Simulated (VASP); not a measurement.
Crystal: TaTeI.

```
CELL_PARAMETERS angstrom
5.20831 0.00000 0.00000
-2.60415 4.51053 0.00000
0.00000 0.00000 4.17678
ATOMIC_POSITIONS crystal
Ta 0.00000 0.00000 0.50000
Te 0.66667 0.33333 0.00000
I 0.33333 0.66667 0.50000
```

The cell was built by a generator and needn't be a form met in nature.

| Property | Result |
| --- | --- |
| Program | VASP 6.6.1 |
| Task | relaxation of cell and atoms |
| Functional | r2SCAN |
| Dispersion | D3(BJ) |
| Potentials or basis | VASP PAW PBE potentials, release 64 (Ta_pv, Te, I) |
| Cutoff | 600 eV |
| k mesh | 6 × 6 × 7 |
| Occupations | gaussian, width 0.05 eV |
| Spin | no spin polarisation |

At the start: pressure -11.4 GPa; volume 32.71 Å³/atom.

How do energy, volume and symmetry change on relaxing?

Over 11 steps the energy falls by 409.4 meV/atom and the volume is 24.21 Å³/atom (-26.0 %); space group P-6m2 (No. 187, to 0.05 Å).

Step by step:
| step | energy change (eV) | largest force (eV/Å) | pressure (GPa) | volume (Å³) |
| --- | --- | --- | --- | --- |
| 1 | 0.0000 | 0.0000 | -11.38 | 98.12 |
| 2 | -0.7897 | 0.0000 | 10.25 | 68.69 |
| 3 | -1.0098 | 0.0000 | -0.25 | 76.12 |
| 4 | -1.1551 | 0.0000 | -0.08 | 74.22 |
| 5 | -1.0053 | 0.0000 | 4.84 | 67.63 |
| 6 | -1.2274 | 0.0000 | 0.51 | 72.23 |
| 7 | -1.2273 | 0.0000 | 0.54 | 72.15 |
| 8 | -1.2269 | 0.0000 | -0.61 | 73.10 |
| 9 | -1.2280 | 0.0000 | 0.03 | 72.57 |
| 10 | -1.2280 | 0.0000 | 0.03 | 72.57 |
| 11 | -1.2281 | 0.0000 | -0.01 | 72.63 |

Final structure:
```cif
data_structure
_symmetry_space_group_name_H-M 'P 1'
_symmetry_Int_Tables_number 1
_cell_length_a 4.8935
_cell_length_b 4.8935
_cell_length_c 3.5023
_cell_angle_alpha 90.000
_cell_angle_beta 90.000
_cell_angle_gamma 120.000
_cell_volume 72.63
loop_
_atom_site_label
_atom_site_type_symbol
_atom_site_fract_x
_atom_site_fract_y
_atom_site_fract_z
_atom_site_occupancy
Ta1 Ta 0.00000 0.00000 0.50000 1
Te1 Te 0.66667 0.33333 0.00000 1
I1 I 0.33333 0.66667 0.50000 1
```

Caveat: the volume moved by over 15 % at a fixed basis, so the end points are rough; the PAW data sets were made with another functional, which shifts forces and pressure a little; pairwise dispersion overbinds metals, which lowers pressure and volume.
